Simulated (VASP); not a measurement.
Here is the system:

```
PtTe2
1.0
    2.04365    -3.53971     0.00000
    2.04365     3.53971     0.00000
    0.00000     0.00000     5.38187
Te Pt
2 1
Direct
  0.33333   0.66667   0.25757
  0.66667   0.33333   0.74243
  0.00000   0.00000   0.00000
```

The numbers are results of optB88-vdW, VASP's PBE PAW potentials (set 64) (plane waves; VASP 6.6.1), not measurements. Numerical set-up: 520 eV cut-off, 10×10×7 Γ-centred mesh, tetrahedra with Blöchl corrections, potentials Te Pt.

The cores are frozen, which limits the accuracy of field gradients.

Task: Give the principal components of the electric field gradient (V/Å²) and the asymmetry η at each nucleus.

Result: 
```
atom    Vxx    Vyy    Vzz     η
----  -----  -----  -----  ----
Te1     0.5    0.5   -1.0  0.00
Te2     0.5    0.5   -1.0  0.00
Pt3   -55.8  -55.8  111.6  0.00
```

The compound is PtTe2 in the 1T layered structure. It was relaxed first, which changed the volume by +6 %.
